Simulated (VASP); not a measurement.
A run of VASP 6.6.1 is set up as follows.

Contents of INCAR:

```
SYSTEM = Ca2ZrN2
ALGO = Normal
EDIFF = 1E-7
EDIFFG = -0.005
ENCUT = 520
GGA = PE
IBRION = 2
ISIF = 3
ISMEAR = 0
KPAR = 8
LASPH = .TRUE.
LCHARG = .FALSE.
LREAL = .FALSE.
LWAVE = .FALSE.
NELM = 120
NSW = 60
POTIM = 0.3
PREC = Accurate
SIGMA = 0.1
```

The input KPOINTS:

```
k-points
0
G
  10 10 10
  0 0 0
```

POSCAR

```
Ca2ZrN2                                 
1.0
   -1.6467682405      2.5624361477      5.1556594050
    1.6467682405     -2.5624361477      5.1556594050
    1.6467682405      2.5624361477     -5.1556594050
  Ca              Zr              N             
     2     1     2
Direct
     0.8221487908337625    0.3221487908337625    0.5000000000000000
     0.1778512091662376    0.6778512091662375    0.5000000000000000
     0.5000000000000000    0.0000000000000000    0.5000000000000000
     0.3548308568720521    0.3548308568720521    0.0000000000000000
     0.6451691431279480    0.6451691431279480    0.0000000000000000
```

Potentials or basis: VASP PAW PBE potentials, release 64 (Ca_sv, Zr_sv, N).

The run is started by

```sh
$ cat potpaw_PBE.64/Ca_sv/POTCAR potpaw_PBE.64/Zr_sv/POTCAR potpaw_PBE.64/N/POTCAR > POTCAR
$ mpirun -np 8 vasp_std > vasp.out
```

Task: What does it give for the band gap on the k mesh?

Result: None (metal or under the smearing width).

Forces in eV/Å, atoms in the order of the input:
```
Ca   0.000  0.000  0.004
Ca   0.000  0.000 -0.004
Zr   0.000  0.000  0.000
N    0.000  0.000  0.001
N    0.000  0.000 -0.001
```
